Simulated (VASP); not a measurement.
BiTe under changes of volume

One of the cells (34.532 Å³/atom); the others are scaled copies at fixed shape and fractional positions:

```xyz
2
Lattice="0.0000 3.2564 3.2564 3.2564 0.0000 3.2564 3.2564 3.2564 0.0000" Properties=species:S:1:pos:R:3 pbc="T T T"
Bi    0.0000    0.0000    0.0000
Te    3.2564    3.2564    3.2564
```

```yaml
Program: VASP 6.6.1
Functional: PBEsol
Potentials_or_basis: VASP PAW PBE potentials, release 64 (Bi_d, Te)
Cutoff: 520 eV
k_mesh: 7 × 7 × 7
Occupations: fermi-dirac, width 0.05 eV
Spin: no spin polarisation
```

```tsv
volume (Å³/atom)	energy over the lowest point (meV/atom)	pressure (GPa)
31.824	?	?
32.501	0.00	0.5
33.178	0.01	-0.6
34.532	12.60	-2.4
35.209	24.30	-3.2
35.886	39.12	-3.9
```

Problem. What does the run at 31.824 Å³/atom give?

Solution. Energy over the lowest point 4.82 meV/atom; pressure 1.7 GPa.

Worked out: A Birch-Murnaghan fit of order 3 (a polynomial in V^(-2/3)) to the other rows has its minimum at 32.83 Å³/atom with B0 = V·E''(V) = 53 GPa and B' = 4.4. It gives 4.84 meV/atom at 31.824 Å³/atom, against the run's 4.82, and -dE/dV = 1.8 GPa, against 1.7.

Energies are extrapolated to zero smearing.

Caveats: the PAW data sets were made with another functional, which shifts forces and pressure a little.
